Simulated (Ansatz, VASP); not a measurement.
# Cross-check of MnGe between VASP and Ansatz

Wanted: the spread between two codes on one cell, functional and k mesh. The cell is taken from a series of VASP runs on this material, whose earlier steps may have relaxed, scaled or displaced it; both programs get it as it stands.

Program: Ansatz 0.2.0. Level of theory: plane waves, with VASP 6.6.1 beside it; single point at PBEsol. Results are calculated unless marked as measured.

## Step 1: Set-up

It takes space group P2_13 (No. 198, cubic). The conventional cell has a = 4.725 Å, b = 4.725 Å, c = 4.725 Å, α = 90.00°, β = 90.00°, γ = 90.00°. Mn has 7 Ge at 2.41 to 2.65 Å nearest. Nearest to Ge lie 7 Mn at 2.41 to 2.65 Å. Farther neighbours are not listed.

## Step 2: Ansatz: single point, PBEsol

Ansatz runs on its default PAW (the set named soft_2) files.

With cell and atoms fixed, the geometry can't cause a difference; cores, projectors, grids and the points listed under the comparison can.

File input.yaml:

```yaml
crystal:
  lattice:
    - [4.72500306, 0.0, 0.0]
    - [0.0, 4.72500306, 0.0]
    - [0.0, 0.0, 4.72500306]
  atoms:
    - { symbol: Mn, position: [0.63711182, 0.13711182, 0.36288818], spin: 3.5 }
    - { symbol: Mn, position: [0.13711182, 0.36288818, 0.63711182], spin: 3.5 }
    - { symbol: Mn, position: [0.36288818, 0.63711182, 0.13711182], spin: -3.5 }
    - { symbol: Mn, position: [0.86288818, 0.86288818, 0.86288818], spin: -3.5 }
    - { symbol: Ge, position: [0.34236337, 0.84236337, 0.65763663] }
    - { symbol: Ge, position: [0.84236337, 0.65763663, 0.34236337] }
    - { symbol: Ge, position: [0.65763663, 0.34236337, 0.84236337] }
    - { symbol: Ge, position: [0.15763663, 0.15763663, 0.15763663] }
hamiltonian:
  xc: pbesol
  pseudopotentials: { kind: paw }
magnetization:
  spin_polarized: true
kpoints:
  mp_grid: { grid: [8, 8, 8] }
scf:
  occupations: { method: fermi_dirac, width: 0.05 }
  n_extra_bands: 15
output:
  forces: true
  stress: true
  eigenvalues: true
```

Run with:

```sh
ansatz run input.yaml --threads 4 --pin off --max-ram 9216MiB --backend cpu --events-out ev --progress --plain --runs-dir out
```

Numbers of over 12 decimals in the logs are rounded to 6 here.

Log:

```text
scf.n_extra_bands = 15 over 58 filled bands (N_el = 116.0): the run solves 73 bands
Engine: ansatz 0.2.0, x86_64-unknown-linux-gnu
Pseudopotentials: kind: paw
Pseudopotential: Mn, paw, valence charge 15, recommended cutoff 420 eV (normal), Mn.paw.azcp
Pseudopotential: Ge, paw, valence charge 14, recommended cutoff 420 eV (normal), Ge.paw.azcp
Functional definition: PBEsol
  exchange = pbesol_x
  correlation = pbesol_c
Crystal: 8 atoms, lattice volume = 105.489 Å³
Basis set: ecut = 420 eV, 2103 PW (Γ), exchange–correlation on 64×64×64 points (8 copies of the dense FFT grid, shifted against one another)
Bands: 73, of which v1, the nominal top of the filled ones, is band 58 counted from 1 (57 counted from 0)
Symmetry: 2 space group operations
Space group: P21 (ITA 4), of the structure as read, at distance tolerance 4.7e-5 Å
Magnetic group: BNS 19.27 (UNI 125), of the structure as read, at distance tolerance 4.7e-5 Å
k-points: 170 of 512 (time reversal used)
Non-local potential: Mn, projectors of the file, l = 0: 3, l = 1: 2, l = 2: 3, l = 3: 1
Non-local potential: Ge, projectors of the file, l = 0: 2, l = 1: 2, l = 2: 3, l = 3: 1
PAW form: soft (Blöchl's): semilocal exchange-correlation on the pseudo side does not see the compensation charge
PAW frozen core: Mn, regenerated for the run's functional, and the local potential with it (the file was generated under x = pbe(κ = 0.804, μ = 0.219515), c = pbe(β = 0.066725))
PAW frozen core: Ge, regenerated for the run's functional, and the local potential with it (the file was generated under x = pbe(κ = 0.804, μ = 0.219515), c = pbe(β = 0.066725))
PAW one-centre angular grid: Mn, 590 points (default); XC on 64 Gauss nodes
PAW one-centre angular grid: Ge, 590 points (default); XC on 64 Gauss nodes
Initial density: superposition of atomic densities (chi_scale 0.1, normalization cell)
Starting moments: Σ|m| = 14 μB on 4 of 8 sites
Starting magnetic order: altermagnet, d-wave, planar spin-momentum locking; spin-degenerate planes through Γ normal to [0 0 1], [0 1 0] of the run's lattice
Initial wavefunctions: pseudopotential atomic-orbital guess
Functional: x = pbesol(κ = 0.804, μ = 0.123457), c = pbesol(β = 0.046)
SCF iter   1: F=—  HF=-32490.268586 eV  |F-HF|=—  |Δ(HF+E_count)|=         —  Δρ=1.16e-1 (↑1.16e-1 ↓1.16e-1)  dr2=4.33e0  dr2_m=1.17e1  M=-0.000 μB ∫|m|=7.413 μB  β_m=0.30  ethr=3.10e-3  ⟨swp⟩=4.3  Hψ=74088  notcnv=0  defer=288
Mixer restart at iter 1: flushing history
preconditioner: auto → Kerker (q_TF=auto, 2.772 Å⁻¹)  [metal: Δε(μ)=0.008 eV  Ē_g=16.317 eV  σ=0.050 eV  W_gap=0.04  n_scr=32 (ndim 8)  ℏωp=33.1 eV  f_vac=0.000  D(μ)=8.17/eV (n_scr^D=80)]
spin=Collinear: Kerker preconditioning applied to the charge; magnetization (m = ρ↑ − ρ↓) channel mixes plain (no charge-response kernel on spin).
SCF iter   2: F=—  HF=-32486.924061 eV  |F-HF|=—  |Δ(HF+E_count)|=    3.34e0  Δρ=5.65e-2 (↑5.65e-2 ↓5.65e-2)  dr2=7.79e-1  dr2_m=2.90e0  M=0.000 μB ∫|m|=8.585 μB  β_m=0.42  ethr=3.10e-3  ⟨swp⟩=2.0  Hψ=34856  notcnv=0  defer=1324
SCF iter   3: F=—  HF=-32489.003645 eV  |F-HF|=—  |Δ(HF+E_count)|=    2.08e0  Δρ=3.16e-2 (↑3.16e-2 ↓3.16e-2)  dr2=7.53e-1  dr2_m=8.56e-1  M=0.000 μB ∫|m|=8.353 μB  β_m=0.71  ethr=6.72e-4  ⟨swp⟩=2.2  Hψ=34508  notcnv=0  defer=1324
SCF iter   4: F=—  HF=-32489.885746 eV  |F-HF|=—  |Δ(HF+E_count)|=   8.82e-1  Δρ=7.26e-3 (↑7.26e-3 ↓7.23e-3)  dr2=1.67e-1  dr2_m=2.62e-2  M=0.000 μB ∫|m|=7.159 μB  β_m=0.83  ethr=6.49e-4  ⟨swp⟩=3.0  Hψ=44269  notcnv=0  defer=1240
SCF iter   5: F=—  HF=-32489.927275 eV  |F-HF|=—  |Δ(HF+E_count)|=   4.15e-2  Δρ=1.03e-2 (↑1.02e-2 ↓1.03e-2)  dr2=2.99e-1  dr2_m=1.71e-2  M=0.003 μB ∫|m|=6.736 μB  β_m=0.80  ethr=1.44e-4  ⟨swp⟩=2.4  Hψ=45314  notcnv=0  defer=1256
SCF iter   6: F=—  HF=-32490.023052 eV  |F-HF|=—  |Δ(HF+E_count)|=   9.58e-2  Δρ=5.63e-3 (↑5.63e-3 ↓5.58e-3)  dr2=6.44e-2  dr2_m=1.14e-2  M=0.001 μB ∫|m|=6.982 μB  β_m=0.90  ethr=1.44e-4  ⟨swp⟩=2.0  Hψ=44632  notcnv=0  defer=1248
SCF iter   7: F=—  HF=-32490.031327 eV  |F-HF|=—  |Δ(HF+E_count)|=   8.27e-3  Δρ=8.02e-4 (↑7.79e-4 ↓8.02e-4)  dr2=1.39e-3  dr2_m=3.13e-4  M=0.002 μB ∫|m|=7.188 μB  β_m=0.90  ethr=5.55e-5  ⟨swp⟩=2.0  Hψ=34689  notcnv=0  defer=1242
SCF iter   8: F=—  HF=-32490.031027 eV  |F-HF|=—  |Δ(HF+E_count)|=   3.00e-4  Δρ=6.47e-4 (↑6.47e-4 ↓4.87e-4)  dr2=5.65e-4  dr2_m=1.89e-4  M=-0.001 μB ∫|m|=7.124 μB  β_m=0.95  ethr=1.20e-6  ⟨swp⟩=2.0  Hψ=34147  notcnv=0  defer=1185
SCF iter   9: F=—  HF=-32490.031054 eV  |F-HF|=—  |Δ(HF+E_count)|=   2.75e-5  Δρ=4.54e-4 (↑1.44e-4 ↓4.54e-4)  dr2=1.79e-4  dr2_m=6.54e-5  M=0.004 μB ∫|m|=7.127 μB  β_m=0.71  ethr=4.87e-7  ⟨swp⟩=2.0  Hψ=28741  notcnv=0  defer=1185
[...]
SCF 1 converged in 15 iterations: F = -32490.031016 eV  dr2 = 1.53e-8
  greatest PAW one-centre occupation: 1.001 electrons in one spin orbital (limit 2), on the Mn atom at site 1 (counted from 0), in its partial waves of l = 1
Initial density: read from a saved state, or passed on in memory by an earlier SCF of this step, an earlier step, the calling program or the single point that the run made first
Starting moments: Σ|m| = 14 μB on 4 of 8 sites; this step starts from the density that it was given
[...]
spin=Collinear: Kerker preconditioning applied to the charge; magnetization (m = ρ↑ − ρ↓) channel mixes plain (no charge-response kernel on spin).
[...]
this SCF's setup event announced max_iter 4: a cap that the engine derives, which gives way to 173 iterations because this look along open shells stands lower than the state that it set out from. From here on the SCF can send more iterations than it announced.
[...]
SCF iter  11: F=-32490.394364 eV  HF=-32490.394364 eV  |F-HF|=1.14e-9  |Δ(HF+E_count)|=  1.67e-10  Δρ=5.69e-7 (↑5.69e-7 ↓3.28e-7)  dr2=1.16e-9  dr2_m=9.32e-11  M=7.742 μB ∫|m|=9.090 μB  ethr=8.15e-11  ⟨swp⟩=1.0  Hψ=52362  notcnv=0
SCF iter  12: F=-32490.394364 eV  HF=-32490.394364 eV  |F-HF|=1.19e-9  |Δ(HF+E_count)|=  1.82e-11  Δρ=5.85e-7 (↑5.85e-7 ↓3.34e-7)  dr2=1.21e-9  dr2_m=9.77e-11  M=7.742 μB ∫|m|=9.090 μB  ethr=1.00e-12  ⟨swp⟩=1.0  Hψ=71154  notcnv=0
SCF 3 converged in 12 iterations: F = -32490.394364 eV  dr2 = 1.21e-9
  greatest PAW one-centre occupation: 1.001 electrons in one spin orbital (limit 2), on the Mn atom at site 3 (counted from 0), in its partial waves of l = 1
iter 1 solved again at ethr=1.05e-12 eV; its pass at ethr=3.10e-3 eV (dr2=1.22e-9 eV) is discarded
SCF iter   1: F=—  HF=-32490.394364 eV  |F-HF|=—  |Δ(HF+E_count)|=         —  Δρ=5.85e-7 (↑5.85e-7 ↓3.34e-7)  dr2=1.22e-9  dr2_m=9.77e-11  M=7.742 μB ∫|m|=9.090 μB  β_m=0.30  ethr=1.05e-12  ⟨swp⟩=2.0  Hψ=94881  notcnv=0
preconditioner: auto → Kerker (q_TF=auto, 2.772 Å⁻¹)  [metal: Δε(μ)=0.035 eV  Ē_g=16.564 eV  σ=0.050 eV  W_gap=0.17  n_scr=32 (ndim 8)  ℏωp=33.1 eV  f_vac=0.000  D(μ)=4.25/eV (n_scr^D=32)]
spin=Collinear: Kerker preconditioning applied to the charge; magnetization (m = ρ↑ − ρ↓) channel mixes plain (no charge-response kernel on spin).
SCF iter   2: F=-32490.394364 eV  HF=-32490.394364 eV  |F-HF|=9.06e-10  |Δ(HF+E_count)|=  1.35e-10  Δρ=6.32e-7 (↑2.27e-7 ↓6.32e-7)  dr2=1.03e-9  dr2_m=8.44e-11  M=7.742 μB ∫|m|=9.090 μB  ethr=1.05e-12  ⟨swp⟩=4.8  Hψ=58686  notcnv=0
SCF 4 converged in 2 iterations: F = -32490.394364 eV  dr2 = 1.03e-9
iter 1 solved again at ethr=1.00e-12 eV; its pass at ethr=8.62e-7 eV (dr2=1.04e-9 eV) is discarded
SCF iter   1: F=—  HF=-32490.394364 eV  |F-HF|=—  |Δ(HF+E_count)|=         —  Δρ=6.35e-7 (↑2.27e-7 ↓6.35e-7)  dr2=1.04e-9  dr2_m=8.39e-11  M=7.742 μB ∫|m|=9.090 μB  ethr=1.00e-12  ⟨swp⟩=1.0  Hψ=95335  notcnv=0
spin=Collinear: Kerker preconditioning applied to the charge; magnetization (m = ρ↑ − ρ↓) channel mixes plain (no charge-response kernel on spin).
SCF iter   2: F=—  HF=-32490.412781 eV  |F-HF|=—  |Δ(HF+E_count)|=   1.84e-2  Δρ=2.27e-2 (↑2.27e-2 ↓3.47e-3)  dr2=5.17e-1  dr2_m=1.22e-1  M=6.920 μB ∫|m|=8.042 μB  ethr=8.62e-7  ⟨swp⟩=2.0  Hψ=103524  notcnv=0
SCF iter   3: F=—  HF=-32490.394014 eV  |F-HF|=—  |Δ(HF+E_count)|=   1.88e-2  Δρ=2.88e-3 (↑1.44e-3 ↓2.88e-3)  dr2=1.27e-2  dr2_m=2.68e-3  M=7.828 μB ∫|m|=9.220 μB  ethr=8.62e-7  ⟨swp⟩=1.0  Hψ=71005  notcnv=0
SCF iter   4: F=—  HF=-32490.394353 eV  |F-HF|=—  |Δ(HF+E_count)|=   3.39e-4  Δρ=3.50e-4 (↑1.89e-4 ↓3.50e-4)  dr2=5.67e-5  dr2_m=5.86e-5  M=7.757 μB ∫|m|=9.114 μB  ethr=8.62e-7  ⟨swp⟩=1.0  Hψ=67496  notcnv=0
WARN: the starting moments were not kept: 2 of 4 ended reversed and 2 kept their direction, counting a site from 0.1 of the cell's largest site moment. The largest reversed, site 3 (counted from 0, in the order of the report's site_moments_mub), started with -3.5 μB and closes at +2.0e0 μB in its sphere. The starting moments cancel, and the net magnetisation is 7.8e0 μB in size, over 0.1 of its absolute magnetisation [...]
SCF converged after 2 iterations
Magnetization: 7.7417 μB (61.8709 up, 54.1291 down)
Absolute magnetization: 9.0838 μB (∫|ρ↑−ρ↓|, with the PAW one-centre terms)
Spin contamination: 0.2366 ħ² per cell (⟨S²⟩ above its minimum at these occupations)
Per-site moments (μB) at R_I (Å): [(2.011639, 0.995035), (2.011639, 0.995035), (2.011653, 0.995035), (2.011653, 0.995035), (-0.089025, 0.995035), (-0.089025, 0.995035), (-0.089025, 0.995035), (-0.089025, 0.995035)]
Free energy (F): -32490.394364 eV
Harris-Foulkes:  -32490.394364 eV  (|F-HF|=9.06e-10)
Internal energy: -32490.358339 eV  (E = F + TS)
E sigma→0 (E₀):  -32490.376351 eV
Entropy (-TS):   -0.036025 eV (-4.503 meV/atom)
Fermi energy:    16.380976 eV
--- Per-component energies (eV) ---
  E_band       = -1006.986646
  E_kinetic    = 1687.991319
  E_local      = -14645.928783  (includes V_loc(G=0)·N_el)
  E_nonlocal   = 2657.150039
  E_hartree    = 6300.687614
  E_xc         = -760.616052
  E_vxc        = -851.698561  (∫ρ·V_xc dr)
  E_paw        = -13004.626402  (= ΣΔE_a)
  E_vpaw       = -2455.877560  (= ΣTr[D̂ρ^β])
  E_aug_tail   = 0.001178  (compensation charges beyond the density's cutoff)
  E_ewald      = -14729.367597
  E_core_change = 4.350346  (= ΣΔE_core)
  E_smearing   = -0.036025  (= −TS)
  E_closure    = -0.000000  (closes the sum)
  Σ components = -32490.394364   (vs F -32490.394364, Δ=0.00e0)
--- Forces (eV/Å), atoms counted from 1 ---
  atom   1  Mn    -0.03061044    -0.03062015     0.03062591
  atom   2  Mn    -0.03061044     0.03062015    -0.03062591
  atom   3  Mn     0.03060469    -0.03059450    -0.03058956
  atom   4  Mn     0.03060469     0.03059450     0.03058956
  atom   5  Ge     0.04005649     0.04005370    -0.04006074
  atom   6  Ge     0.04005649    -0.04005370     0.04006074
  atom   7  Ge    -0.04005416     0.04005676     0.04004942
  atom   8  Ge    -0.04005416    -0.04005676    -0.04004942
  max |Σ_I F_I| component: 6.84e-6 eV/Å
--- Stress (GPa, compression-positive) ---
       -4.180960       0.000000       0.000000
        0.000000      -4.180956       0.000009
        0.000000       0.000009      -4.180960
  P = ⅓ Tr σ = -4.1810 GPa (-41.810 kbar)
--- Band table (eV; the first three rows and the last of 340) ---
  k-point 0 ↑: bands = [... 54 lower, 14.4508, 15.6166, 15.6166, 15.6166, 15.6281, 15.6281, 16.3233, 16.3233, ... 11 higher]
  k-point 1 ↑: bands = [... 54 lower, 14.5860, 15.4570, 15.4841, 15.6015, 15.6383, 15.8269, 16.1889, 16.2916, ... 11 higher]
  k-point 2 ↑: bands = [... 54 lower, 14.6398, 15.1938, 15.3742, 15.5289, 15.6702, 15.8638, 16.0957, 16.2042, ... 11 higher]
  k-point 169 ↓: bands = [... 54 lower, 16.9269, 16.9269, 17.1681, 17.1681, 17.1681, 17.1681, 17.9848, 17.9848, ... 11 higher]
```

Wall time 22 min (4 threads of Intel Xeon Platinum 8375C at 2.90GHz (Ice Lake), shared host); peak memory 7.5 GiB.

The column dr2 measures how far the density is from self-consistency, as an energy; F and HF (Harris–Foulkes) agree once it is small.

The run ends at a pressure of -4.18 GPa, with forces up to 0.069 eV/Å.

(Part 1 of 2 ends here.)

[Lines on the potential files, build, host, timing and source positions are cut from VASP's logs without a mark.]

[Logs are printed without paths, hosts, clocks, repeated set-up lines and the standing remarks that a program may print on its own settings, such as how far it seeks lower states.]

[Hosts, paths, dates, database ids (printed as entryN), source tags and the programs' standing remarks are cut or masked in the printed files.]
